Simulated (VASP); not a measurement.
Output of a VASP run:

File OSZICAR:
```
       N       E                     dE             d eps       ncg     rms          rms(c)
DAV:   1     0.289163022591E+03    0.28916E+03   -0.26285E+04  1456   0.101E+03
DAV:   2    -0.451986054463E+02   -0.33436E+03   -0.32144E+03  1595   0.254E+02
DAV:   3    -0.565759581702E+02   -0.11377E+02   -0.10969E+02  1536   0.440E+01
DAV:   4    -0.567889824369E+02   -0.21302E+00   -0.21229E+00  1530   0.580E+00
DAV:   5    -0.567928181817E+02   -0.38357E-02   -0.38350E-02  1535   0.746E-01    0.305E+01
DAV:   6    -0.536616957763E+02    0.31311E+01   -0.12226E+01  1523   0.185E+01    0.164E+01
DAV:   7    -0.539757690586E+02   -0.31407E+00   -0.62048E+00  1495   0.169E+01    0.111E+01
DAV:   8    -0.532621978207E+02    0.71357E+00   -0.47350E+00  1458   0.111E+01    0.482E+00
DAV:   9    -0.532108505855E+02    0.51347E-01   -0.19460E-01  1471   0.294E+00    0.697E-01
DAV:  10    -0.532108778885E+02   -0.27303E-04   -0.53721E-03  1473   0.349E-01    0.282E-01
DAV:  11    -0.532107405457E+02    0.13734E-03   -0.41329E-04  1499   0.131E-01    0.283E-02
DAV:  12    -0.532107382062E+02    0.23395E-05   -0.27470E-05  1509   0.290E-02    0.134E-02
DAV:  13    -0.532107366379E+02    0.15683E-05   -0.13855E-06   776   0.668E-03    0.345E-03
DAV:  14    -0.532107365011E+02    0.13682E-06   -0.39687E-07   736   0.375E-03
   1 F= -.53210737E+02 E0= -.53032741E+02  d E =-.532107E+02
       N       E                     dE             d eps       ncg     rms          rms(c)
DAV:   1    -0.559211353881E+02   -0.27104E+01   -0.59390E+01  1379   0.460E+01    0.132E+01
DAV:   2    -0.531260011467E+02    0.27951E+01   -0.86448E+00  1379   0.157E+01    0.341E+00
DAV:   3    -0.530553151218E+02    0.70686E-01   -0.52996E-01  1444   0.404E+00    0.206E+00
DAV:   4    -0.530441270179E+02    0.11188E-01   -0.98054E-02  1445   0.226E+00    0.145E+00
DAV:   5    -0.530450632889E+02   -0.93627E-03   -0.38253E-02  1449   0.969E-01    0.153E-01
DAV:   6    -0.530451600474E+02   -0.96758E-04   -0.23208E-03  1427   0.222E-01    0.119E-01
DAV:   7    -0.530453669952E+02   -0.20695E-03   -0.24674E-04  1459   0.757E-02    0.205E-02
DAV:   8    -0.530453775030E+02   -0.10508E-04   -0.92158E-06  1484   0.154E-02    0.843E-03
DAV:   9    -0.530453806403E+02   -0.31373E-05   -0.11206E-06   754   0.564E-03    0.165E-03
DAV:  10    -0.530453807191E+02   -0.78771E-07   -0.15543E-07   718   0.182E-03
   2 F= -.53045381E+02 E0= -.52878283E+02  d E =0.165356E+00
       N       E                     dE             d eps       ncg     rms          rms(c)
DAV:   1    -0.546715721958E+02   -0.16262E+01   -0.29075E+01  1376   0.323E+01    0.770E+00
DAV:   2    -0.532794719389E+02    0.13921E+01   -0.43414E+00  1376   0.114E+01    0.371E+00
DAV:   3    -0.532637395639E+02    0.15732E-01   -0.33987E-01  1436   0.368E+00    0.248E+00
DAV:   4    -0.532472601337E+02    0.16479E-01   -0.13179E-01  1452   0.276E+00    0.178E+00
DAV:   5    -0.532453411804E+02    0.19190E-02   -0.23825E-02  1454   0.913E-01    0.236E-01
DAV:   6    -0.532455062824E+02   -0.16510E-03   -0.12363E-03  1470   0.162E-01    0.669E-02
DAV:   7    -0.532455306925E+02   -0.24410E-04   -0.13828E-04  1501   0.546E-02    0.243E-02
DAV:   8    -0.532455302076E+02    0.48484E-06   -0.19650E-05  1442   0.294E-02    0.612E-03
DAV:   9    -0.532455303703E+02   -0.16263E-06   -0.91000E-07   718   0.593E-03
   3 F= -.53245530E+02 E0= -.53070725E+02  d E =-.347939E-01
```

File OUTCAR:
```
------------------------ aborting loop because EDIFF is reached ----------------------------------------
  FORCE on cell =-STRESS in cart. coord.  units (eV):
  Direction    XX          YY          ZZ          XY          YZ          ZX
  --------------------------------------------------------------------------------------
  Total       -0.0574791     -0.0574791     -0.0574791      0.0000000      0.0000000     -0.0000000
  in kB       -0.7694553     -0.7694553     -0.7694553      0.0000000      0.0000000     -0.0000000
  external PRESSURE =      -0.7694553 kB  Pullay stress =       0.0000000 kB
  volume of cell :      119.68
      direct lattice vectors                 reciprocal lattice vectors
    -0.000000000  3.911432042  3.911432042    -0.127830420  0.127830420  0.127830420
     3.911432042 -0.000000000  3.911432042     0.127830420 -0.127830420  0.127830420
     3.911432042  3.911432042  0.000000000     0.127830420  0.127830420 -0.127830420
 POSITION                                       TOTAL-FORCE (eV/Angst)
 -----------------------------------------------------------------------------------
     -0.00000      0.00000      0.00000         0.000000      0.000000      0.000000
     -0.00000      1.95572      1.95572         0.000000     -0.000000      0.000000
      1.95572      3.91143      1.95572        -0.000000     -0.000000     -0.000000
      3.91143      1.95572      1.95572        -0.000000      0.000000     -0.000000
      1.95572     -0.00000      1.95572         0.000000      0.000000      0.000000
      1.95572      1.95572      3.91143         0.000000      0.000000     -0.000000
      1.95572      1.95572      0.00000         0.000000     -0.000000      0.000000
      3.91143      3.91143      3.91143         0.000000     -0.000000      0.000000
 -----------------------------------------------------------------------------------
    total drift:                                0.000000      0.000000      0.000000
  FREE ENERGIE OF THE ION-ELECTRON SYSTEM (eV)
  ---------------------------------------------------
  free  energy   TOTEN  =       -53.2455303703 eV

  energy  without entropy=      -52.8959191939  energy(sigma->0) =      -53.07072478

 reached required accuracy - stopping structural energy minimisation
```
(Selected blocks of OUTCAR.)

**POSCAR**
```
MgPt7
1
    0.0000000000     3.9365250000     3.9365250000
    3.9365250000     0.0000000000     3.9365250000
    3.9365250000     3.9365250000     0.0000000000
Mg Pt
1 7
Direct
  0.0000000000   0.0000000000   0.0000000000
  0.5000000000   0.0000000000   0.0000000000
  0.5000000000   0.0000000000   0.5000000000
  0.0000000000   0.5000000000   0.5000000000
  0.0000000000   0.5000000000   0.0000000000
  0.5000000000   0.5000000000   0.0000000000
  0.0000000000   0.0000000000   0.5000000000
  0.5000000000   0.5000000000   0.5000000000
```

**Question.** Reconstruct the remaining input files.

**Answer.** This is not unique; one that fits is the input of the run itself, PBEsol GGA, plane waves, VASP's PBE PAW potentials (set 64).

**KPOINTS**
```
Automatic mesh
0
Gamma
 6 6 6
```

### INCAR
```
# general
SYSTEM   =  MgPt7
PREC     =  Accurate
ENCUT    =  300   # plane-wave cut-off (eV)
LREAL    =  F
LASPH    =  T   # aspherical one-centre terms

# electronic loop
EDIFF    =  1E-6   # SCF stop (eV)
NELM     =  100   # most electronic steps
ALGO     =  Normal
LMAXMIX  =  6   # l cut-off of mixed one-centre charges

# smearing
ISMEAR   =  0   # Gaussian
SIGMA    =  0.272   # width (eV)

# functional
GGA      =  PS   # PBEsol

# ions
IBRION   =  2   # conjugate gradients
NSW      =  50   # most ionic steps
ISIF     =  3
EDIFFG   =  -0.01   # ionic stop

# output
LWAVE    =  F
LCHARG   =  F
```

POTCAR, in this order: Mg Pt (PBE.64 set). Program: vasp_std.

At this cut-off the stress carries a Pulay error, which pulls relaxed volumes low.

The structure comes from a computed database's MgPt7 entry (Fm-3m); how it stands against other phases isn't given here. This run relaxes it. Symmetry was kept, so distortions that lower it aren't found. The run is one of a series of settings (EDIFFG = -0.01, IBRION = 2, ISIF = 3, NSW = 50 against the base run), some of them coarse on purpose.
